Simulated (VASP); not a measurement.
Level of theory: r2SCAN meta-GGA, VASP's PBE PAW potentials (set 64) (plane waves; VASP 6.6.1).

The input files of a VASP run:

### INCAR
```
SYSTEM = Pt
PREC = Accurate
ENCUT = 400
EDIFF = 1E-6
NELM = 100
ALGO = Normal
LREAL = .FALSE.
LASPH = .TRUE.
ISMEAR = 1
SIGMA = 0.1
METAGGA = R2SCAN
LMIXTAU = .TRUE.
LMAXMIX = 6
LWAVE = .FALSE.
LCHARG = .FALSE.
IBRION = 2
ISIF = 3
NSW = 60
EDIFFG = -0.01
```

File KPOINTS:
```
Regular mesh
0
gamma
14 14 14
0 0 0
```

**POSCAR**
```
Pt
1
   -2.5014382388     2.5014382388     1.3428058818
    2.5014382388    -2.5014382388     1.3428058818
    2.5014382388     2.5014382388    -1.3428058818
Pt
2
Direct
  0.7500000000   0.2500000000   0.5000000000
  0.0000000000   0.0000000000   0.0000000000
```

POTCAR, in this order: Pt (PBE.64 set). Program: vasp_std.

Output

File OSZICAR:
```
       N       E                     dE             d eps       ncg     rms          rms(c)
DAV:   1    -0.970091651507E+01   -0.97009E+01   -0.91079E+03  7326   0.110E+03
DAV:   2    -0.107636388670E+03   -0.97935E+02   -0.93272E+02  7894   0.248E+02
DAV:   3    -0.109190735024E+03   -0.15543E+01   -0.15442E+01  7702   0.326E+01
DAV:   4    -0.109200298946E+03   -0.95639E-02   -0.95632E-02  7702   0.270E+00
DAV:   5    -0.109200415966E+03   -0.11702E-03   -0.11702E-03  7984   0.312E-01    0.150E+01
DAV:   6    -0.102309770635E+03    0.68906E+01   -0.44135E+00  6982   0.198E+01    0.842E+00
DAV:   7    -0.102353849755E+03   -0.44079E-01   -0.20735E-01  7516   0.426E+00    0.384E+00
DAV:   8    -0.102149358067E+03    0.20449E+00   -0.45481E-01  7000   0.583E+00    0.148E+00
DAV:   9    -0.102463288688E+03   -0.31393E+00   -0.15238E-01  6970   0.353E+00    0.138E-01
DAV:  10    -0.102466259732E+03   -0.29710E-02   -0.41800E-03  7390   0.549E-01    0.715E-02
DAV:  11    -0.102464023551E+03    0.22362E-02   -0.41654E-03  7102   0.576E-01    0.954E-02
DAV:  12    -0.102466829942E+03   -0.28064E-02   -0.26487E-03  7114   0.450E-01    0.215E-02
DAV:  13    -0.102467049623E+03   -0.21968E-03   -0.57121E-05  7342   0.716E-02    0.865E-03
DAV:  14    -0.102467078068E+03   -0.28444E-04   -0.33626E-05  7222   0.527E-02    0.264E-03
DAV:  15    -0.102467080723E+03   -0.26554E-05   -0.23042E-06  6182   0.172E-02    0.113E-03
DAV:  16    -0.102467080527E+03    0.19667E-06   -0.24780E-07  3638   0.574E-03
   1 F= -.10246708E+03 E0= -.10246726E+03  d E =-.102467E+03
       N       E                     dE             d eps       ncg     rms          rms(c)
DAV:   1    -0.102467440318E+03   -0.35959E-03   -0.10446E-02  6892   0.983E-01    0.123E-01
DAV:   2    -0.102467041076E+03    0.39924E-03   -0.92849E-04  7234   0.272E-01    0.434E-02
DAV:   3    -0.102467045484E+03   -0.44077E-05   -0.43857E-05  7294   0.619E-02    0.318E-02
DAV:   4    -0.102467034015E+03    0.11468E-04   -0.39424E-05  7126   0.522E-02    0.114E-02
DAV:   5    -0.102467045514E+03   -0.11498E-04   -0.20570E-05  6988   0.414E-02    0.246E-03
DAV:   6    -0.102467046566E+03   -0.10522E-05   -0.22004E-06  5624   0.159E-02    0.679E-04
DAV:   7    -0.102467047275E+03   -0.70866E-06   -0.29343E-07  3476   0.536E-03
   2 F= -.10246705E+03 E0= -.10246723E+03  d E =0.332520E-04
       N       E                     dE             d eps       ncg     rms          rms(c)
DAV:   1    -0.102467298012E+03   -0.25145E-03   -0.58607E-03  6880   0.736E-01    0.924E-02
DAV:   2    -0.102467078564E+03    0.21945E-03   -0.52141E-04  7222   0.204E-01    0.324E-02
DAV:   3    -0.102467082798E+03   -0.42340E-05   -0.24190E-05  7276   0.464E-02    0.237E-02
DAV:   4    -0.102467077233E+03    0.55648E-05   -0.22772E-05  7096   0.405E-02    0.856E-03
DAV:   5    -0.102467083581E+03   -0.63477E-05   -0.12278E-05  6922   0.328E-02    0.186E-03
DAV:   6    -0.102467084336E+03   -0.75444E-06   -0.13979E-06  4910   0.128E-02
   3 F= -.10246708E+03 E0= -.10246727E+03  d E =-.380894E-05
```

### OUTCAR
```
------------------------ aborting loop because EDIFF is reached ----------------------------------------
  FORCE on cell =-STRESS in cart. coord.  units (eV):
  Direction    XX          YY          ZZ          XY          YZ          ZX
  --------------------------------------------------------------------------------------
  Total       -0.0112071     -0.0112071      0.0049367      0.0000000      0.0000000      0.0000000
  in kB       -0.5340745     -0.5340745      0.2352594      0.0000000      0.0000000      0.0000000
  external PRESSURE =      -0.2776298 kB  Pullay stress =       0.0000000 kB
  volume of cell :       33.62
      direct lattice vectors                 reciprocal lattice vectors
    -2.501559002  2.501559002  1.343142385     0.000000000  0.199875358  0.372261352
     2.501559002 -2.501559002  1.343142385     0.199875358  0.000000000  0.372261352
     2.501559002  2.501559002 -1.343142385     0.199875358  0.199875358  0.000000000
 POSITION                                       TOTAL-FORCE (eV/Angst)
 -----------------------------------------------------------------------------------
     -0.00000      2.50156      0.67157        -0.000000      0.000000     -0.000000
      0.00000     -0.00000      0.00000         0.000000     -0.000000      0.000000
 -----------------------------------------------------------------------------------
    total drift:                               -0.000000      0.000000      0.000000
  FREE ENERGIE OF THE ION-ELECTRON SYSTEM (eV)
  ---------------------------------------------------
  free  energy   TOTEN  =      -102.4670843355 eV

  energy  without entropy=     -102.4676350752  energy(sigma->0) =     -102.46726792

 reached required accuracy - stopping structural energy minimisation
```
(Selected blocks of OUTCAR.)

File CONTCAR:
```
Pt
   1.00000000000000
    -2.5015590022035732    2.5015590022035732    1.3431423848745385
     2.5015590022035732   -2.5015590022035732    1.3431423848745385
     2.5015590022035732    2.5015590022035732   -1.3431423848745385
  Pt
     2
Direct
     0.7500000000000000    0.2500000000000000    0.5000000000000000
     0.0000000000000000    0.0000000000000000    0.0000000000000000
```

The structure was generated: Pt was put into the beta-Sn type (I4_1/amd), which need not be its known phase. This run relaxes it. Symmetry was kept, so distortions that lower it aren't found. The start is the result of an earlier pass.
